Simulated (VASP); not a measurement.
Here is the system:

```
CELL_PARAMETERS angstrom
      4.36817     0.00000     0.00000
     -2.18409     3.78295     0.00000
      0.00000     0.00000    14.99142
ATOMIC_POSITIONS crystal
  In 0.66667 0.33333 0.50000
  As 0.33333 0.66667 0.50000
```

Method: r2SCAN meta-GGA, VASP's PBE PAW potentials (set 64) (plane waves; VASP 6.6.1). Run with 400 eV cut-off, 8×8×1 Γ-centred mesh, tetrahedra with Blöchl corrections, potentials In_d As.

The cell holds a wide vacuum, so values per volume refer to the whole cell. Unless said otherwise, spin-orbit coupling is left out, though it shifts the bands of the heavy elements here.

Question: Give the energies of bands 7 to 12 at the high-symmetry points, in eV from the valence-band maximum.

Answer: 
| band | Γ | M | K |
|---|---|---|---|
| 7 | -1.78 | -5.74 | -5.74 |
| 8 | -0.67 | -2.06 | -3.38 |
| 9 | -0.67 | -0.29 | 0.00 |
| 10 | 0.04 | 1.98 | 2.56 |
| 11 | 4.56 | 2.69 | 4.96 |
| 12 | 4.89 | 6.91 | 6.00 |

The gap is indirect, 0.04 eV, from the valence maximum at K to the conduction minimum at Γ.

The cell is a sheet with vacuum, built from a generated structure.
